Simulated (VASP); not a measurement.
# Cs3TeH (Pm-3m) in VASP: a series of runs

Runs on Cs3TeH. Level: PBE. Tasks: single point.

All numbers are computed with VASP 6.6.1; they aren't measurements. Logs are shortened: lines on timing, memory, paths and dates and some standing lists are left out, and cuts for length are marked.

### Step 1. The structure

Symmetry: Pm-3m, No. 221, cubic system. Conventional cell: a = 6.040 Å, b = 6.040 Å, c = 6.040 Å, α = 90.00°, β = 90.00°, γ = 90.00°. Te (site symmetry m-3m) has 12 Cs at 4.27 Å as nearest neighbours. Around H (site symmetry m-3m) lie 6 Cs at 3.02 Å. Around Cs (site symmetry 4/mmm) lie 2 H at 3.02 Å.

The cell comes from a database or a generator and needn't be the stable form of this composition.

### Step 2. Single point, PBE

File INCAR:

```
SYSTEM = Cs3TeH
PREC     = Accurate       ! precision mode
ENCUT    = 520            ! plane-wave cutoff, eV
EDIFF    = 1E-6           ! SCF threshold, eV
ISMEAR   = 0              ! smearing method
SIGMA    = 0.05           ! smearing width, eV
LREAL    = .False.        ! projectors in reciprocal space
LASPH    = .True.         ! aspherical terms in the spheres
NELM     = 100            ! most SCF steps
ALGO     = Normal         ! electronic algorithm
ISIF     = 2              ! what is computed and relaxed
LWAVE    = .False.        ! write WAVECAR
LCHARG   = .True.         ! write CHGCAR
GGA      = PE             ! functional
LELF     = .True.         ! ELF
LVHAR    = .True.       
NBANDS   = 25             ! bands
```

File KPOINTS:

```
regular mesh
0
Gamma
  4 4 4
  0 0 0
```

File POSCAR:

```
Cs3TeH
1.0
    6.0400000000      0.0000000000      0.0000000000
    0.0000000000      6.0400000000      0.0000000000
    0.0000000000      0.0000000000      6.0400000000
Te H Cs
1 1 3
Direct
    0.0000000000      0.0000000000      0.0000000000
    0.5000000000      0.5000000000      0.5000000000
    0.5000000000      0.5000000000      0.0000000000
    0.5000000000      0.0000000000      0.5000000000
    0.0000000000      0.5000000000      0.5000000000
```

Potentials or basis: VASP PAW PBE potentials, release 64 (Te, H, Cs_sv).

Command:

```console
$ cat potpaw_PBE.64/Te/POTCAR potpaw_PBE.64/H/POTCAR potpaw_PBE.64/Cs_sv/POTCAR > POTCAR
$ mpirun -np 1 vasp_std > vasp.out
```

OUTCAR:

```text
SYSTEM = Cs3TeH
   PREC = Accurate
   ENCUT = 520
   EDIFF = 1E-6
   ISMEAR = 0
   LREAL = .False.
   LASPH = .True.
   NELM = 100
   ISIF = 2
   GGA = PE

 ion  position               nearest neighbor table
   1  0.000  0.000  0.000-
   2  0.500  0.500  0.500-
   3  0.500  0.500  0.000-
   4  0.500  0.000  0.500-
   5  0.000  0.500  0.500-

  LATTYP: Found a simple cubic cell.
 ALAT       =     6.0400000000

  Lattice vectors:

 A1 = (   6.0400000000,   0.0000000000,   0.0000000000)
 A2 = (   0.0000000000,   6.0400000000,   0.0000000000)
 A3 = (   0.0000000000,   0.0000000000,   6.0400000000)

Analysis of symmetry for initial positions (statically):
=====================================================================
 Subroutine PRICEL returns:
 Original cell was already a primitive cell.

 Routine SETGRP: Setting up the symmetry group for a
 simple cubic supercell.

 Subroutine GETGRP returns: Found 48 space group operations
 (whereof 48 operations were pure point group operations)
 out of a pool of 48 trial point group operations.

The static configuration has the point symmetry O_h .

Analysis of symmetry for dynamics (positions and initial velocities):
=====================================================================
 Subroutine PRICEL returns:
 Original cell was already a primitive cell.

 Routine SETGRP: Setting up the symmetry group for a
 simple cubic supercell.

 Subroutine GETGRP returns: Found 48 space group operations
 (whereof 48 operations were pure point group operations)
 out of a pool of 48 trial point group operations.

The dynamic configuration has the point symmetry O_h .

 Subroutine INISYM returns: Found 48 space group operations
 (whereof 48 operations are pure point group operations),
 and found     1 'primitive' translations

----------------------------------------------------------------------------------------

                                     Primitive cell

  volume of cell :     220.3489

  direct lattice vectors                    reciprocal lattice vectors
     6.040000000  0.000000000  0.000000000     0.165562914  0.000000000  0.000000000
     0.000000000  6.040000000  0.000000000     0.000000000  0.165562914  0.000000000
     0.000000000  0.000000000  6.040000000     0.000000000  0.000000000  0.165562914

  length of vectors
     6.040000000  6.040000000  6.040000000     0.165562914  0.165562914  0.165562914

  position of ions in fractional coordinates (direct lattice)
     0.000000000  0.000000000  0.000000000
     0.500000000  0.500000000  0.500000000
     0.500000000  0.500000000  0.000000000
     0.500000000  0.000000000  0.500000000
     0.000000000  0.500000000  0.500000000

  ion indices of the primitive-cell ions
   primitive index   ion index
                 1           1
                 2           2
                 3           3
                 4           4
                 5           5

----------------------------------------------------------------------------------------

 KPOINTS: regular mesh

Automatic generation of k-mesh.
 Grid dimensions read from file:
 generate k-points for:    4    4    4

 Generating k-lattice:

  Cartesian coordinates                     Fractional coordinates (reciprocal lattice)
     0.041390728  0.000000000  0.000000000     0.250000000  0.000000000  0.000000000
     0.000000000  0.041390728  0.000000000     0.000000000  0.250000000  0.000000000
     0.000000000  0.000000000  0.041390728     0.000000000  0.000000000  0.250000000

  Length of vectors
     0.041390728  0.041390728  0.041390728

  Shift w.r.t. Gamma in fractional coordinates (k-lattice)
     0.000000000  0.000000000  0.000000000

 Subroutine IBZKPT returns following result:
 ===========================================

 Found     10 irreducible k-points:

 Following reciprocal coordinates:
            Coordinates               Weight
  0.000000  0.000000  0.000000      1.000000
  0.250000  0.000000  0.000000      6.000000
  0.500000  0.000000  0.000000      3.000000
  0.250000  0.250000  0.000000     12.000000
  0.500000  0.250000  0.000000     12.000000
  0.500000  0.500000  0.000000      3.000000
  0.250000  0.250000  0.250000      8.000000
  0.500000  0.250000  0.250000     12.000000
  0.500000  0.500000  0.250000      6.000000
  0.500000  0.500000  0.500000      1.000000
   k-points           NKPTS =     10   k-points in BZ     NKDIM =     10   number of bands    NBANDS=     25
   number of dos      NEDOS =    301   number of ions     NIONS =      5
   total plane-waves  NPLWV = 110592
   dimension x,y,z NGX =    48 NGY =   48 NGZ =   48
   dimension x,y,z NGXF=    96 NGYF=   96 NGZF=   96
   ions per type =               1   1   3
   NGX,Y,Z   is equivalent  to a cutoff of  13.21, 13.21, 13.21 a.u.
   NGXF,Y,Z  is equivalent  to a cutoff of  26.42, 26.42, 26.42 a.u.
 SYSTEM =  Cs3TeH
   PREC   = accura    normal or accurate (medium, high low for compatibility)
   ISTART =      0    job   : 0-new  1-cont  2-samecut
   ICHARG =      2    charge: 1-file 2-atom 10-const
   ISPIN  =      1    spin polarized calculation?
   LNONCOLLINEAR =      F non collinear calculations
   LSORBIT =      F    spin-orbit coupling
   LASPH  =      T    aspherical Exc in radial PAW
   ENCUT  =  520.0 eV  38.22 Ry    6.18 a.u.  11.23 11.23 11.23*2*pi/ulx,y,z
   NELM   =    100;   NELMIN=  2; NELMDL= -5     # of ELM steps
   EDIFF  = 0.1E-05   stopping-criterion for ELM
[... 8 lines left out ...]
   TEBEG  =    0.0;   TEEND  =   0.0 temperature during run
   PSTRESS=    0.0 pullay stress
   NELECT =      34.0000    total number of electrons
   NUPDOWN=      -1.0000    fix difference up-down
   EMIN   =  10.00;   EMAX   =-10.00  energy-range for DOS
[... 5 lines left out ...]
     AMIX     =   0.40;   BMIX     =  1.00
     AMIX_MAG =   1.60;   BMIX_MAG =  1.00
  volume/ion in A,a.u.               =      44.07       297.40
  Fermi-wavevector in a.u.,A,eV,Ry     =   0.878073  1.659318 10.490269  0.771013
  Thomas-Fermi vector in A             =   1.998110
   LORBIT       =      0    0 simple, 1 ext, 2 COOP (PROOUT), +10 PAW based schemes
   GGA     = PE    functional components
   LHFCALC =     F    Hartree Fock is set to
   AEXX    =    0.0000 exact exchange contribution
   IVDW    =     0    specifies the selected vdW correction
   LEPSILON=     F    determine dielectric tensor
   LRPA    =     F    only Hartree local field effects (RPA)
 non-spin polarized calculation
 Gauss-broadening in eV      SIGMA  =   0.05
  energy-cutoff  :      520.00
  volume of cell :      220.35
 maximum number of plane-waves:      6031
 NGX is ok and might be reduce to    48
   NGX = 23   NGY = 23   NGZ = 23

 number of electron      34.0000000 magnetization

 Free energy of the ion-electron system (eV)
  ---------------------------------------------------
  ext. energy  EPLUGINS =         0.00000000
  ---------------------------------------------------
  free energy    TOTEN  =       -12.39718567 eV

  energy without entropy =      -12.39718567  energy(sigma->0) =      -12.39718567

 E-fermi :   1.3406     XC(G=0):  -7.4637

 val. band max:        1.0757539885   @ k =   0.0000   0.0000   0.0000
 cond. band min:       3.2175668574   @ k =   0.0000   0.0000   0.0000
 fundamental gap:      2.1418128689
 Fermi energy:         1.3406120201

 k-point     1 :       0.0000    0.0000    0.0000
  band No.  band energies     occupation
      1     -20.8288      2.00000
      2     -20.6894      2.00000
      3     -20.6894      2.00000
      4      -7.9885      2.00000
      5      -7.9885      2.00000
      6      -7.9885      2.00000
[... 17 lines left out ...]
     24       6.7658      0.00000
     25       6.7658      0.00000

 k-point     2 :       0.2500    0.0000    0.0000
  band No.  band energies     occupation
      1     -20.8110      2.00000
      2     -20.7071      2.00000
      3     -20.6891      2.00000
      4      -8.0069      2.00000
      5      -7.9288      2.00000
      6      -7.9288      2.00000
[... 17 lines left out ...]
     24       6.1863      0.00000
     25       6.8520      0.00000

 k-point     3 :       0.5000    0.0000    0.0000
  band No.  band energies     occupation
      1     -20.7824      2.00000
      2     -20.7357      2.00000
      3     -20.6889      2.00000
      4      -8.0076      2.00000
      5      -7.8436      2.00000
      6      -7.8436      2.00000
[... 17 lines left out ...]
     24       5.6576      0.00000
     25       5.9208      0.00000

 k-point     4 :       0.2500    0.2500    0.0000
  band No.  band energies     occupation
      1     -20.7953      2.00000
      2     -20.7123      2.00000
      3     -20.6992      2.00000
      4      -8.0974      2.00000
      5      -7.8664      2.00000
      6      -7.7816      2.00000
[... 17 lines left out ...]
     24       5.9070      0.00000
     25       6.2699      0.00000

 k-point     5 :       0.5000    0.2500    0.0000
  band No.  band energies     occupation
      1     -20.7685      2.00000
      2     -20.7353      2.00000
      3     -20.7024      2.00000
      4      -8.0874      2.00000
      5      -7.9561      2.00000
      6      -7.7710      2.00000
[... 17 lines left out ...]
     24       5.6621      0.00000
     25       5.6849      0.00000

 k-point     6 :       0.5000    0.5000    0.0000
  band No.  band energies     occupation
      1     -20.7355      2.00000
      2     -20.7350      2.00000
      3     -20.7350      2.00000
      4      -8.1583      2.00000
      5      -8.0312      2.00000
      6      -7.6162      2.00000
[... 17 lines left out ...]
     24       5.7200      0.00000
     25       6.0200      0.00000

 k-point     7 :       0.2500    0.2500    0.2500
  band No.  band energies     occupation
      1     -20.7820      2.00000
      2     -20.7120      2.00000
      3     -20.7120      2.00000
      4      -8.1553      2.00000
      5      -7.8831      2.00000
      6      -7.7941      2.00000
[... 17 lines left out ...]
     24       6.2843      0.00000
     25       6.2843      0.00000

 k-point     8 :       0.5000    0.2500    0.2500
  band No.  band energies     occupation
      1     -20.7585      2.00000
      2     -20.7350      2.00000
      3     -20.7117      2.00000
      4      -8.1343      2.00000
      5      -8.0621      2.00000
      6      -7.8260      2.00000
[... 17 lines left out ...]
     24       6.2922      0.00000
     25       6.3964      0.00000

 k-point     9 :       0.5000    0.5000    0.2500
  band No.  band energies     occupation
      1     -20.7349      2.00000
      2     -20.7347      2.00000
      3     -20.7347      2.00000
      4      -8.2334      2.00000
      5      -8.0718      2.00000
      6      -7.8445      2.00000
[... 17 lines left out ...]
     24       6.2177      0.00000
     25       6.2322      0.00000

 k-point    10 :       0.5000    0.5000    0.5000
  band No.  band energies     occupation
      1     -20.7343      2.00000
      2     -20.7343      2.00000
      3     -20.7343      2.00000
      4      -8.3630      2.00000
      5      -7.9442      2.00000
      6      -7.9442      2.00000
[... 17 lines left out ...]
     24       5.9113      0.00000
     25       6.2487      0.00000

------------------------ aborting loop because EDIFF is reached ----------------------------------------

  FORCE on cell =-STRESS in cart. coord.  units (eV):
  Direction    XX          YY          ZZ          XY          YZ          ZX
  --------------------------------------------------------------------------------------
  -------------------------------------------------------------------------------------
  Total       -0.4775917     -0.4775917     -0.4775917     -0.0000000      0.0000000      0.0000000
  in kB       -3.4726144     -3.4726144     -3.4726144     -0.0000000      0.0000000      0.0000000
  external PRESSURE =      -3.4726144 kB  Pullay stress =       0.0000000 kB

 VOLUME and BASIS-vectors are now :
 -----------------------------------------------------------------------------
  energy-cutoff  :      520.00
  volume of cell :      220.35
      direct lattice vectors                 reciprocal lattice vectors
     6.040000000  0.000000000  0.000000000     0.165562914  0.000000000  0.000000000
     0.000000000  6.040000000  0.000000000     0.000000000  0.165562914  0.000000000
     0.000000000  0.000000000  6.040000000     0.000000000  0.000000000  0.165562914

 POSITION                                       TOTAL-FORCE (eV/Angst)
 -----------------------------------------------------------------------------------
      0.00000      0.00000      0.00000         0.000000      0.000000      0.000000
      3.02000      3.02000      3.02000         0.000000      0.000000      0.000000
      3.02000      3.02000      0.00000         0.000000      0.000000      0.000000
      3.02000      0.00000      3.02000         0.000000      0.000000      0.000000
      0.00000      3.02000      3.02000         0.000000      0.000000      0.000000
 -----------------------------------------------------------------------------------
    total drift:                                0.000000     -0.000000     -0.000000

  FREE ENERGIE OF THE ION-ELECTRON SYSTEM (eV)
  ---------------------------------------------------
  free  energy   TOTEN  =       -12.3971856651 eV

  energy  without entropy=      -12.3971856651  energy(sigma->0) =      -12.39718567
```

It took 74 s on 1 thread of Intel Xeon Platinum 8175M at 2.50GHz (Skylake/Cascade Lake), shared host; peak memory 0.33 GiB.

Results:

- Free energy: -12.3972 eV
- Pressure: -0.3 GPa
- Band gap on the k mesh: 2.14 eV, direct

Levels at points of the mesh, in eV from the valence-band top:
```tsv
k point	band 13	band 14	band 15	band 16	band 17	band 18	band 19	band 20	band 21	band 22
(0.00, 0.00, 0.00)	-8.31	-2.02	0.00	0.00	0.00	2.14	2.48	2.48	3.04	3.04
(0.50, 0.00, 0.00)	-8.23	-1.40	-0.80	-0.22	-0.22	3.23	3.51	3.60	4.07	4.53
(0.50, 0.50, 0.00)	-8.31	-0.80	-0.50	-0.50	-0.41	3.41	3.41	4.01	4.24	4.63
(0.50, 0.50, 0.50)	-8.31	-0.24	-0.16	-0.16	-0.16	2.31	2.31	2.31	3.55	4.84
```

Caveat: spin-orbit coupling is left out, which moves the levels of the heavy elements.

[end of part 1 of 2]
